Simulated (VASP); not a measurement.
Calculation: LDA (Ceperley-Alder, Perdew-Zunger), VASP's LDA PAW potentials (set 64) (plane waves; VASP 6.6.1).

VASP input:

File KPOINTS:
```
kpoints
0
Gamma
4 4 6
0 0 0
```

**INCAR**
```
SYSTEM  =  SnO2
PREC  =  Accurate; ENCUT  =  520; LREAL  =  .FALSE.
LASPH  =  .TRUE.
EDIFF  =  1E-8; NELM  =  100; ALGO  =  Normal
LMAXMIX  =  4
ISMEAR  =  0; SIGMA  =  0.05
IBRION  =  1; NSW  =  30; ISIF  =  2
EDIFFG  =  -0.001
LWAVE  =  .FALSE.; LCHARG  =  .FALSE.
```

**POSCAR**
```
SnO2
1
    4.7288429718     0.0000000000     0.0000000000
    0.0000000000     4.7288429718     0.0000000000
    0.0000000000     0.0000000000     3.1961615244
Sn O
2 4
Direct
  0.0000000000   0.0000000000   0.0000000000
  0.5000000000   0.5000000000   0.5000000000
  0.3059836945   0.3059836945   0.0000000000
  0.8059836945   0.1940163055   0.5000000000
  0.1940163055   0.8059836945   0.5000000000
  0.6940163055   0.6940163055   0.0000000000
```

POTCAR, in this order: Sn_d O (LDA.64 set). Program: vasp_std.

Output of the run:

OUTCAR:
```
 ion  position               nearest neighbor table
   1  0.000  0.000  0.000-   3 2.05   6 2.05   5 2.06   4 2.06   4 2.06   5 2.06   2 3.71   2 3.71
                             2 3.71   2 3.71   2 3.71   2 3.71   2 3.71   2 3.71
   2  0.500  0.500  0.500-   4 2.05   5 2.05   3 2.06   6 2.06   3 2.06   6 2.06   1 3.71   1 3.71
                             1 3.71   1 3.71   1 3.71   1 3.71   1 3.71   1 3.71
   3  0.306  0.306  0.000-   1 2.05   2 2.06   2 2.06
   4  0.806  0.194  0.500-   2 2.05   1 2.06   1 2.06
   5  0.194  0.806  0.500-   2 2.05   1 2.06   1 2.06
   6  0.694  0.694  0.000-   1 2.05   2 2.06   2 2.06
  LATTYP: Found a simple tetragonal cell.
 ALAT       =     4.7288429718
 C/A-ratio  =     0.6758865844
 Subroutine PRICEL returns:
 Original cell was already a primitive cell.
 Subroutine GETGRP returns: Found 16 space group operations
The static configuration has the point symmetry D_2h.
 The point group associated with its full space group is D_4h.
The dynamic configuration has the point symmetry D_2h.
 Subroutine INISYM returns: Found 16 space group operations
 Subroutine IBZKPT returns following result:
 Found     24 irreducible k-points:

 Following reciprocal coordinates:
            Coordinates               Weight
  0.000000  0.000000  0.000000      1.000000
  0.250000  0.000000  0.000000      4.000000
  0.500000  0.000000  0.000000      2.000000
  0.250000  0.250000  0.000000      4.000000
  0.500000  0.250000  0.000000      4.000000
  0.500000  0.500000  0.000000      1.000000
  0.000000  0.000000  0.166667      2.000000
  0.250000  0.000000  0.166667      8.000000
  0.500000  0.000000  0.166667      4.000000
  0.250000  0.250000  0.166667      8.000000
  0.500000  0.250000  0.166667      8.000000
  0.500000  0.500000  0.166667      2.000000
  0.000000  0.000000  0.333333      2.000000
  0.250000  0.000000  0.333333      8.000000
  0.500000  0.000000  0.333333      4.000000
  0.250000  0.250000  0.333333      8.000000
  0.500000  0.250000  0.333333      8.000000
  0.500000  0.500000  0.333333      2.000000
  0.000000  0.000000  0.500000      1.000000
  0.250000  0.000000  0.500000      4.000000
  0.500000  0.000000  0.500000      2.000000
  0.250000  0.250000  0.500000      4.000000
  0.500000  0.250000  0.500000      4.000000
  0.500000  0.500000  0.500000      1.000000
   k-points           NKPTS =     24   k-points in BZ     NKDIM =     24   number of bands    NBANDS=     31
   number of dos      NEDOS =    301   number of ions     NIONS =      6
   total plane-waves  NPLWV =  31104
   dimension x,y,z NGX =    36 NGY =   36 NGZ =   24
   dimension x,y,z NGXF=    72 NGYF=   72 NGZF=   48
   ions per type =               2   4
   PREC   = accura    normal or accurate (medium, high low for compatibility)
   ISTART =      0    job   : 0-new  1-cont  2-samecut
   ICHARG =      2    charge: 1-file 2-atom 10-const
   ISPIN  =      1    spin polarized calculation?
   LNONCOLLINEAR =      F non collinear calculations
   LSORBIT =      F    spin-orbit coupling
   INIWAV =      1    electr: 0-lowe 1-rand  2-diag
   ENCUT  =  520.0 eV  38.22 Ry    6.18 a.u.   8.79  8.79  5.94*2*pi/ulx,y,z
   NELM   =    100;   NELMIN=  2; NELMDL= -5     # of ELM steps
   EDIFF  = 0.1E-07   stopping-criterion for ELM
   LREAL  =      F    real-space projection
   NLSPLINE    = F    spline interpolate recip. space projectors
   LMAXMIX     =    4 max onsite mixed and CHGCAR
   VOSKOWN=      0    Vosko Wilk Nusair interpolation
   EDIFFG = -.1E-02   stopping-criterion for IOM
   NSW    =     30    number of steps for IOM
   NBLOCK =      1;   KBLOCK =     30    inner block; outer block
   IBRION =      1    ionic relax: 0-MD 1-quasi-New 2-CG
   NFREE  =      0    steps in history (QN), initial steepest desc. (CG)
   ISIF   =      2    stress and relaxation
   ISYM   =      2    0-nonsym 1-usesym 2-fastsym
...
```

OSZICAR:
```
       N       E                     dE             d eps       ncg     rms          rms(c)
DAV:   1     0.654125124769E+03    0.65413E+03   -0.26297E+04  1581   0.263E+03
DAV:   2     0.512023303452E+02   -0.60292E+03   -0.58328E+03  1678   0.682E+02
DAV:   3    -0.435325942497E+02   -0.94735E+02   -0.93630E+02  1705   0.228E+02
DAV:   4    -0.482899801767E+02   -0.47574E+01   -0.47325E+01  1777   0.562E+01
DAV:   5    -0.484447022678E+02   -0.15472E+00   -0.15466E+00  1925   0.104E+01    0.158E+01
DAV:   6    -0.423476679095E+02    0.60970E+01   -0.24349E+01  2378   0.722E+01    0.602E+00
DAV:   7    -0.423726809423E+02   -0.25013E-01   -0.20051E+00  1614   0.856E+00    0.328E+00
DAV:   8    -0.422972634218E+02    0.75418E-01   -0.31813E-01  2313   0.547E+00    0.760E-01
DAV:   9    -0.422801848853E+02    0.17079E-01   -0.86527E-02  2335   0.408E+00    0.149E-01
DAV:  10    -0.422802853141E+02   -0.10043E-03   -0.53862E-03  2191   0.663E-01    0.439E-02
DAV:  11    -0.422802877037E+02   -0.23897E-05   -0.29104E-04  2365   0.231E-01    0.222E-02
DAV:  12    -0.422802886755E+02   -0.97176E-06   -0.23855E-05  2237   0.587E-02    0.141E-02
DAV:  13    -0.422802854689E+02    0.32065E-05   -0.14801E-05  2353   0.455E-02    0.976E-04
DAV:  14    -0.422802856180E+02   -0.14910E-06   -0.16850E-06  1944   0.115E-02    0.564E-04
DAV:  15    -0.422802856233E+02   -0.52451E-08   -0.61327E-08  1885   0.241E-03
   1 F= -.42280286E+02 E0= -.42280286E+02  d E =-.422803E+02
       N       E                     dE             d eps       ncg     rms          rms(c)
DAV:   1    -0.422802820974E+02    0.35206E-05   -0.48404E-03  1663   0.407E-01    0.152E-02
DAV:   2    -0.422802947817E+02   -0.12684E-04   -0.14009E-04  1820   0.794E-02    0.611E-03
DAV:   3    -0.422802941020E+02    0.67965E-06   -0.20560E-06  1868   0.114E-02    0.382E-03
DAV:   4    -0.422802936973E+02    0.40479E-06   -0.12552E-06  2086   0.102E-02    0.619E-04
DAV:   5    -0.422802937336E+02   -0.36362E-07   -0.39543E-07  1649   0.431E-03    0.417E-04
DAV:   6    -0.422802937329E+02    0.74942E-09   -0.44889E-09  1094   0.729E-04
   2 F= -.42280294E+02 E0= -.42280294E+02  d E =-.810958E-05
       N       E                     dE             d eps       ncg     rms          rms(c)
DAV:   1    -0.422802937256E+02    0.80108E-08   -0.53030E-05  1663   0.426E-02    0.150E-03
DAV:   2    -0.422802938636E+02   -0.13802E-06   -0.15249E-06  1820   0.833E-03    0.675E-04
DAV:   3    -0.422802938559E+02    0.77553E-08   -0.21286E-08  1375   0.119E-03
   3 F= -.42280294E+02 E0= -.42280294E+02  d E =-.123006E-06
```

File OUTCAR:
```
------------------------ aborting loop because EDIFF is reached ----------------------------------------
  FORCE on cell =-STRESS in cart. coord.  units (eV):
  Direction    XX          YY          ZZ          XY          YZ          ZX
  --------------------------------------------------------------------------------------
  Total        0.0088175      0.0088175      0.0398405     -0.0000000      0.0000000      0.0000000
  in kB        0.1976602      0.1976602      0.8930943     -0.0000000      0.0000000      0.0000000
  external PRESSURE =       0.4294716 kB  Pullay stress =       0.0000000 kB
  volume of cell :       71.47
      direct lattice vectors                 reciprocal lattice vectors
     4.728842972  0.000000000  0.000000000     0.211468219  0.000000000  0.000000000
     0.000000000  4.728842972  0.000000000     0.000000000  0.211468219  0.000000000
     0.000000000  0.000000000  3.196161524     0.000000000  0.000000000  0.312875301
 POSITION                                       TOTAL-FORCE (eV/Angst)
 -----------------------------------------------------------------------------------
      0.00000     -0.00000      0.00000         0.000000      0.000000      0.000000
      2.36442      2.36442      1.59808         0.000000      0.000000      0.000000
      1.44725      1.44725      0.00000        -0.000052     -0.000052      0.000000
      3.81167      0.91717      1.59808        -0.000052      0.000052     -0.000000
      0.91717      3.81167      1.59808         0.000052     -0.000052      0.000000
      3.28160      3.28160     -0.00000         0.000052      0.000052     -0.000000
 -----------------------------------------------------------------------------------
    total drift:                                0.000000      0.000000      0.000000
  FREE ENERGIE OF THE ION-ELECTRON SYSTEM (eV)
  ---------------------------------------------------
  free  energy   TOTEN  =       -42.2802938559 eV

  energy  without entropy=      -42.2802938559  energy(sigma->0) =      -42.28029386

 reached required accuracy - stopping structural energy minimisation
```
(Selected blocks of OUTCAR.)

**CONTCAR**
```
SnO2
   1.00000000000000
     4.7288429717999998    0.0000000000000000    0.0000000000000000
     0.0000000000000000    4.7288429717999998    0.0000000000000000
     0.0000000000000000    0.0000000000000000    3.1961615243999999
  Sn              O
     2     4
Direct
     0.0000000000000000   -0.0000000000000000    0.0000000000000000
     0.5000000000000000    0.5000000000000000    0.5000000000000000
     0.3060468602700109    0.3060468602700109    0.0000000000000000
     0.8060468602700109    0.1939531397299891    0.5000000000000000
     0.1939531397299891    0.8060468602700109    0.5000000000000000
     0.6939531397299891    0.6939531397299891   -0.0000000000000000
```

**OUTCAR**
```
 val. band max:        5.8810596020   @ k =   0.0000   0.0000   0.0000

 cond. band min:       7.0212300808   @ k =   0.0000   0.0000   0.0000


 Fermi energy:         6.1437042059

 k-point     1 :       0.0000    0.0000    0.0000
  band No.  band energies     occupation
      1     -15.1293      2.00000
      2     -14.3577      2.00000
      3     -14.0930      2.00000
      4     -14.0736      2.00000
      5     -14.0736      2.00000
      6     -13.9970      2.00000
      7     -13.9368      2.00000
      8     -13.8425      2.00000
      9     -13.8093      2.00000
     10     -13.8093      2.00000
     11     -12.8938      2.00000
     12     -10.9373      2.00000
     13     -10.9373      2.00000
     14      -9.0982      2.00000
     15      -2.3832      2.00000
     16       1.7121      2.00000
     17       1.7121      2.00000
     18       1.8047      2.00000
     19       2.6746      2.00000
     20       3.7987      2.00000
     21       3.9392      2.00000
     22       4.5989      2.00000
     23       4.5989      2.00000
     24       5.0763      2.00000
     25       5.0763      2.00000
     26       5.8811      2.00000
     27       7.0212      0.00000
     28      11.7966      0.00000
     29      11.9283      0.00000
     30      11.9283      0.00000
     31      15.9715      0.00000

 k-point     2 :       0.2500    0.0000    0.0000
  band No.  band energies     occupation
      1     -15.0347      2.00000
      2     -14.4726      2.00000
      3     -14.0920      2.00000
      4     -14.0696      2.00000
      5     -14.0694      2.00000
      6     -14.0559      2.00000
      7     -13.9212      2.00000
      8     -13.8542      2.00000
      9     -13.8143      2.00000
     10     -13.8141      2.00000
     11     -12.6933      2.00000
     12     -11.3493      2.00000
     13     -10.5782      2.00000
     14      -9.2493      2.00000
     15      -1.9737      2.00000
     16       0.7590      2.00000
     17       2.0237      2.00000
...
```

Unless said otherwise, spin-orbit coupling is left out, though it shifts the bands of the heavy elements here.

The compound is SnO2 in the rutile structure. This run relaxes the ions in a fixed cell. Symmetry was kept, so distortions that lower it aren't found. The start is the result of an earlier pass.
